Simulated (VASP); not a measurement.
# Be4CuGe (F-43m) in VASP: reference runs

Reference runs on Be4CuGe: the cell as given and a disturbed copy.

Program: VASP 6.6.1. These are calculated values, not measurements. Logs are shortened: lines on timing, memory, paths and dates and some standing lists are left out, and cuts for length are marked.

## 1. Starting point

It takes space group F-43m (No. 216, cubic). The conventional cell has a = 6.246 Å, b = 6.246 Å, c = 6.246 Å, α = 90.00°, β = 90.00°, γ = 90.00°. Around Ge (site symmetry -43m) lie 12 Be at 2.59 Å and 4 Cu at 2.70 Å. Cu (site symmetry -43m) has 12 Be at 2.59 Å and 4 Ge at 2.70 Å as nearest neighbours. Around Be (site symmetry 3m) lie 6 Be at 2.20 to 2.22 Å.

The cell comes from a database or a generator and needn't be the stable form of this composition.

## 2. Single point, PBE

Input file INCAR:

```
  ALGO = Normal
  EDIFF = 1E-7
  ENCUT = 520
  GGA = PE
  ISIF = 2
  ISMEAR = -1
  LASPH = True
  LCHARG = False
  LREAL = False
  LWAVE = False
  NBANDS = 26
  NELM = 80
  PREC = Accurate
  SIGMA = 0.05
```

Input file KPOINTS:

```
k-points
0
Gamma
  7 7 7
```

Input file POSCAR:

```
Be4CuGe
1.0
    0.0000000000      3.1230460000      3.1230460000
    3.1230460000      0.0000000000      3.1230460000
    3.1230460000      3.1230460000      0.0000000000
Ge Cu Be
1 1 4
Direct
    0.0000000000      0.0000000000      0.0000000000
    0.2500000000      0.2500000000      0.2500000000
    0.1270610000      0.6243130000      0.6243130000
    0.6243130000      0.6243130000      0.6243130000
    0.6243130000      0.6243130000      0.1270610000
    0.6243130000      0.1270610000      0.6243130000
```

Potentials or basis: VASP PAW PBE potentials, release 64 (Ge_d, Cu, Be).

Command:

```sh
cat potpaw_PBE.64/Ge_d/POTCAR potpaw_PBE.64/Cu/POTCAR potpaw_PBE.64/Be/POTCAR > POTCAR
mpirun -np 1 vasp_std > vasp.out
```

OUTCAR:

```text
EDIFF = 1E-7
   ENCUT = 520
   GGA = PE
   ISIF = 2
   ISMEAR = -1
   LASPH = True
   LREAL = False
   NELM = 80
   PREC = Accurate

 ion  position               nearest neighbor table
   1  0.000  0.000  0.000-   4 2.59   5 2.59   6 2.59   3 2.59   4 2.59   5 2.59   3 2.59   4 2.59
                             6 2.59   3 2.59   5 2.59   6 2.59   2 2.70   2 2.70   2 2.70   2 2.70
   2  0.250  0.250  0.250-   3 2.59   5 2.59   6 2.59   3 2.59   4 2.59   6 2.59   3 2.59   4 2.59
                             5 2.59   4 2.59   5 2.59   6 2.59   1 2.70   1 2.70   1 2.70   1 2.70
   3  0.127  0.624  0.624-   4 2.20   5 2.20   6 2.20   6 2.22   5 2.22   4 2.22   2 2.59   2 2.59
                             2 2.59   1 2.59   1 2.59   1 2.59
   4  0.624  0.624  0.624-   3 2.20   5 2.20   6 2.20   3 2.22   6 2.22   5 2.22   2 2.59   2 2.59
                             2 2.59   1 2.59   1 2.59   1 2.59
   5  0.624  0.624  0.127-   3 2.20   4 2.20   6 2.20   6 2.22   3 2.22   4 2.22   2 2.59   2 2.59
                             2 2.59   1 2.59   1 2.59   1 2.59
   6  0.624  0.127  0.624-   3 2.20   4 2.20   5 2.20   3 2.22   5 2.22   4 2.22   2 2.59   2 2.59
                             2 2.59   1 2.59   1 2.59   1 2.59

  LATTYP: Found a face centered cubic cell.
 ALAT       =     6.2460920000

  Lattice vectors:

 A1 = (   0.0000000000,   3.1230460000,   3.1230460000)
 A2 = (   3.1230460000,   0.0000000000,   3.1230460000)
 A3 = (   3.1230460000,   3.1230460000,   0.0000000000)

Analysis of symmetry for initial positions (statically):
=====================================================================
 Subroutine PRICEL returns:
 Original cell was already a primitive cell.

 Routine SETGRP: Setting up the symmetry group for a
 face centered cubic supercell.

 Subroutine GETGRP returns: Found 24 space group operations
 (whereof 24 operations were pure point group operations)
 out of a pool of 48 trial point group operations.

The static configuration has the point symmetry T_d .

Analysis of symmetry for dynamics (positions and initial velocities):
=====================================================================
 Subroutine PRICEL returns:
 Original cell was already a primitive cell.

 Routine SETGRP: Setting up the symmetry group for a
 face centered cubic supercell.

 Subroutine GETGRP returns: Found 24 space group operations
 (whereof 24 operations were pure point group operations)
 out of a pool of 48 trial point group operations.

The dynamic configuration has the point symmetry T_d .

 Subroutine INISYM returns: Found 24 space group operations
 (whereof 24 operations are pure point group operations),
 and found     1 'primitive' translations

----------------------------------------------------------------------------------------

                                     Primitive cell

  volume of cell :      60.9207

  direct lattice vectors                    reciprocal lattice vectors
     0.000000000  3.123046000  3.123046000    -0.160100107  0.160100107  0.160100107
     3.123046000  0.000000000  3.123046000     0.160100107 -0.160100107  0.160100107
     3.123046000  3.123046000  0.000000000     0.160100107  0.160100107 -0.160100107

  length of vectors
     4.416654009  4.416654009  4.416654009     0.277301520  0.277301520  0.277301520

  position of ions in fractional coordinates (direct lattice)
     0.000000000  0.000000000  0.000000000
     0.250000000  0.250000000  0.250000000
     0.127061000  0.624313000  0.624313000
     0.624313000  0.624313000  0.624313000
     0.624313000  0.624313000  0.127061000
     0.624313000  0.127061000  0.624313000

  ion indices of the primitive-cell ions
   primitive index   ion index
                 1           1
                 2           2
                 3           3
                 4           4
                 5           5
                 6           6

----------------------------------------------------------------------------------------

 KPOINTS: k-points

Automatic generation of k-mesh.
 Grid dimensions read from file:
 generate k-points for:    7    7    7

 Generating k-lattice:

  Cartesian coordinates                     Fractional coordinates (reciprocal lattice)
    -0.022871444  0.022871444  0.022871444     0.142857143  0.000000000  0.000000000
     0.022871444 -0.022871444  0.022871444     0.000000000  0.142857143  0.000000000
     0.022871444  0.022871444 -0.022871444     0.000000000  0.000000000  0.142857143

  Length of vectors
     0.039614503  0.039614503  0.039614503

  Shift w.r.t. Gamma in fractional coordinates (k-lattice)
     0.000000000  0.000000000  0.000000000

 Subroutine IBZKPT returns following result:
 ===========================================

 Found     20 irreducible k-points:

 Following reciprocal coordinates:
            Coordinates               Weight
  0.000000  0.000000  0.000000      1.000000
  0.142857  0.000000  0.000000      8.000000
  0.285714  0.000000  0.000000      8.000000
  0.428571  0.000000  0.000000      8.000000
  0.142857  0.142857  0.000000      6.000000
  0.285714  0.142857  0.000000     24.000000
[... 12 lines left out ...]
 -0.428571  0.428571  0.142857     24.000000
 -0.285714  0.428571  0.142857     24.000000
   k-points           NKPTS =     20   k-points in BZ     NKDIM =     20   number of bands    NBANDS=     26
   number of dos      NEDOS =    301   number of ions     NIONS =      6
   total plane-waves  NPLWV =  46656
   dimension x,y,z NGX =    36 NGY =   36 NGZ =   36
   dimension x,y,z NGXF=    72 NGYF=   72 NGZF=   72
   ions per type =               1   1   4
   NGX,Y,Z   is equivalent  to a cutoff of  13.55, 13.55, 13.55 a.u.
   NGXF,Y,Z  is equivalent  to a cutoff of  27.10, 27.10, 27.10 a.u.
 SYSTEM =  unknown system
   PREC   = accura    normal or accurate (medium, high low for compatibility)
   ISTART =      0    job   : 0-new  1-cont  2-samecut
   ICHARG =      2    charge: 1-file 2-atom 10-const
   ISPIN  =      1    spin polarized calculation?
   LNONCOLLINEAR =      F non collinear calculations
   LSORBIT =      F    spin-orbit coupling
   LASPH  =      T    aspherical Exc in radial PAW
   ENCUT  =  520.0 eV  38.22 Ry    6.18 a.u.   8.21  8.21  8.21*2*pi/ulx,y,z
   NELM   =     80;   NELMIN=  2; NELMDL= -5     # of ELM steps
   EDIFF  = 0.1E-06   stopping-criterion for ELM
   LREAL  =      F    real-space projection
   EDIFFG = 0.1E-05   stopping-criterion for IOM
   NSW    =      0    number of steps for IOM
   IBRION =     -1    ionic relax: 0-MD 1-quasi-New 2-CG
   NFREE  =      0    steps in history (QN), initial steepest desc. (CG)
   ISIF   =      2    stress and relaxation
   ISYM   =      2    0-nonsym 1-usesym 2-fastsym
   POTIM  = 0.5000    time-step for ionic-motion
   TEBEG  =    0.0;   TEEND  =   0.0 temperature during run
   PSTRESS=    0.0 pullay stress
   NELECT =      33.0000    total number of electrons
   NUPDOWN=      -1.0000    fix difference up-down
   EMIN   =  10.00;   EMAX   =-10.00  energy-range for DOS
   EFERMI =   0.00;   METHOD = LEGACY
   ISMEAR =    -1;   SIGMA  =   0.05  broadening in eV -4-tet -1-fermi 0-gaus
   EFERMI_NEDOS =   21; number of points for ismear=-14 and -15
   IALGO  =     38    algorithm
   IMIX   =      4    mixing-type and parameters
     AMIX     =   0.40;   BMIX     =  1.00
     AMIX_MAG =   1.60;   BMIX_MAG =  1.00
  volume/ion in A,a.u.               =      10.15        68.52
  Fermi-wavevector in a.u.,A,eV,Ry     =   1.334518  2.521873 24.231136  1.780938
  Thomas-Fermi vector in A             =   2.463293
   LORBIT       =      0    0 simple, 1 ext, 2 COOP (PROOUT), +10 PAW based schemes
   GGA     = PE    functional components
   LHFCALC =     F    Hartree Fock is set to
   AEXX    =    0.0000 exact exchange contribution
   IVDW    =     0    specifies the selected vdW correction
   LEPSILON=     F    determine dielectric tensor
   LRPA    =     F    only Hartree local field effects (RPA)
 non-spin polarized calculation
  energy-cutoff  :      520.00
  volume of cell :       60.92
 maximum number of plane-waves:      1652
 NGX is ok and might be reduce to    36
   NGX = 17   NGY = 17   NGZ = 17

 number of electron      32.9999977 magnetization

 Free energy of the ion-electron system (eV)
  ---------------------------------------------------
  ext. energy  EPLUGINS =         0.00000000
  ---------------------------------------------------
  free energy    TOTEN  =       -22.24037147 eV

  energy without entropy =      -22.22084611  energy(sigma->0) =      -22.23060879

 E-fermi :   7.8202     XC(G=0): -11.3574

 val. band max:        7.7846037063   @ k =   0.0000   0.0000   0.0000
 cond. band min:       7.8264474554   @ k =   0.4286   0.2857   0.1429
 fundamental gap:      0.0418437492
 Fermi energy:         7.8202495736

 k-point     1 :       0.0000    0.0000    0.0000
  band No.  band energies     occupation
      1     -17.2575      2.00000
      2     -17.2575      2.00000
      3     -17.2556      2.00000
      4     -17.2556      2.00000
      5     -17.2556      2.00000
      6      -4.8360      2.00000
[... 18 lines left out ...]
     25      11.8091      0.00000
     26      20.4202      0.00000

 k-point     2 :       0.1429    0.0000    0.0000
  band No.  band energies     occupation
      1     -17.2574      2.00000
      2     -17.2574      2.00000
      3     -17.2555      2.00000
      4     -17.2552      2.00000
      5     -17.2552      2.00000
      6      -4.6492      2.00000
[... 18 lines left out ...]
     25      13.3981      0.00000
     26      19.1523      0.00000

 k-point     3 :       0.2857    0.0000    0.0000
  band No.  band energies     occupation
      1     -17.2574      2.00000
      2     -17.2574      2.00000
      3     -17.2552      2.00000
      4     -17.2542      2.00000
      5     -17.2542      2.00000
      6      -4.1144      2.00000
[... 456 lines left out ...]
 k-point    19 :      -0.4286    0.4286    0.1429
  band No.  band energies     occupation
      1     -17.2577      2.00000
      2     -17.2562      2.00000
      3     -17.2559      2.00000
      4     -17.2530      2.00000
      5     -17.2521      2.00000
      6      -2.7397      2.00000
[... 18 lines left out ...]
     25      15.6037      0.00000
     26      16.4793      0.00000

 k-point    20 :      -0.2857    0.4286    0.1429
  band No.  band energies     occupation
      1     -17.2575      2.00000
      2     -17.2561      2.00000
      3     -17.2550      2.00000
      4     -17.2540      2.00000
      5     -17.2522      2.00000
      6      -2.5752      2.00000
[... 18 lines left out ...]
     25      16.3703      0.00000
     26      17.0566      0.00000

------------------------ aborting loop because EDIFF is reached ----------------------------------------

  FORCE on cell =-STRESS in cart. coord.  units (eV):
  Direction    XX          YY          ZZ          XY          YZ          ZX
  --------------------------------------------------------------------------------------
  -------------------------------------------------------------------------------------
  Total        0.3567215      0.3567215      0.3567215     -0.0000000      0.0000000      0.0000000
  in kB        9.3815525      9.3815525      9.3815525     -0.0000000      0.0000000      0.0000000
  external PRESSURE =       9.3815525 kB  Pullay stress =       0.0000000 kB

 VOLUME and BASIS-vectors are now :
 -----------------------------------------------------------------------------
  energy-cutoff  :      520.00
  volume of cell :       60.92
      direct lattice vectors                 reciprocal lattice vectors
     0.000000000  3.123046000  3.123046000    -0.160100107  0.160100107  0.160100107
     3.123046000  0.000000000  3.123046000     0.160100107 -0.160100107  0.160100107
     3.123046000  3.123046000  0.000000000     0.160100107  0.160100107 -0.160100107

 POSITION                                       TOTAL-FORCE (eV/Angst)
 -----------------------------------------------------------------------------------
      0.00000      0.00000      0.00000         0.000000      0.000000      0.000000
      1.56152      1.56152      1.56152         0.000000      0.000000      0.000000
      3.89952      2.34658      2.34658         0.001532     -0.001532     -0.001532
      3.89952      3.89952      3.89952         0.001532      0.001532      0.001532
      2.34658      2.34658      3.89952        -0.001532     -0.001532      0.001532
      2.34658      3.89952      2.34658        -0.001532      0.001532     -0.001532
 -----------------------------------------------------------------------------------
    total drift:                               -0.000000     -0.000000     -0.000000

  FREE ENERGIE OF THE ION-ELECTRON SYSTEM (eV)
  ---------------------------------------------------
  free  energy   TOTEN  =       -22.2403714652 eV

  energy  without entropy=      -22.2208461064  energy(sigma->0) =      -22.23060879
```

Run time: 28 s. Hardware: 1 thread of Intel Xeon 6975P-C (Granite Rapids), shared host; peak memory 0.21 GiB.

What came out:

| Property | Result |
| --- | --- |
| Free energy | -22.2404 eV |
| Pressure | 0.9 GPa |
| Band gap on the k mesh | none (metal or under the smearing width) |

Forces on the atoms (eV/Å):
```
Ge   0.000  0.000  0.000
Cu   0.000  0.000  0.000
Be   0.002 -0.002 -0.002
Be   0.002  0.002  0.002
Be  -0.002 -0.002  0.002
Be  -0.002  0.002 -0.002
```

## 3. Single point, PBE (atoms moved at random, drawn with an rms of 0.05 Å)

Input file INCAR:

```
SYSTEM = Be4CuGe
ALGO = Normal
EDIFF = 1E-7
ENCUT = 520
GGA = PE
ISIF = 2
ISMEAR = -1
LASPH = .True.
LCHARG = .False.
LREAL = .False.
LWAVE = .False.
NBANDS = 26
NELM = 80
PREC = Accurate
SIGMA = 0.05
```

Input file KPOINTS:

```
k-points
0
Gamma
  7 7 7
  0 0 0
```

Input file POSCAR:

```
Be4CuGe
1.0
    0.0000000000      3.1230460000      3.1230460000
    3.1230460000      0.0000000000      3.1230460000
    3.1230460000      3.1230460000      0.0000000000
Ge Cu Be
1 1 4
Direct
    0.0044840000     -0.0008890000      0.0075140000
    0.2463630000      0.2530470000      0.2444360000
    0.1252040000      0.6320640000      0.6266750000
    0.6325210000      0.6064430000      0.6161850000
    0.6239300000      0.6118330000      0.1385220000
    0.6185780000      0.1256820000      0.6197170000
```

Potentials or basis: VASP PAW PBE potentials, release 64 (Ge_d, Cu, Be).

Command:

```sh
cat potpaw_PBE.64/Ge_d/POTCAR potpaw_PBE.64/Cu/POTCAR potpaw_PBE.64/Be/POTCAR > POTCAR
mpirun -np 1 vasp_std > vasp.out
```

Wall time 3.2 min (1 thread of Intel Xeon 6975P-C (Granite Rapids), shared host); peak memory 0.4 GiB.

Results (log left out):

* Free energy: -22.1909 eV
* Pressure: 1.3 GPa
* Largest force: 0.698 eV/Å
* Band gap on the k mesh: none (metal or under the smearing width)

Forces in eV/Å, atoms in the order of the input:
```
Ge  -0.138 -0.166 -0.103
Cu   0.009  0.137 -0.017
Be  -0.078 -0.032 -0.180
Be   0.532  0.350  0.286
Be  -0.274 -0.484  0.293
Be  -0.051  0.195 -0.279
```

Stress tensor (GPa, compression positive):
```
 1.48  0.58  0.21
 0.58  1.24 -0.37
 0.21 -0.37  1.06
```

Levels at points of the mesh, in eV from the Fermi level:
```csv
k point,band 12,band 13,band 14,band 15,band 16,band 17,band 18,band 19,band 20,band 21
"(0.00, 0.00, 0.00)",-4.32,-2.18,-2.07,-1.97,-1.69,-0.26,-0.01,0.10,1.68,1.70
```
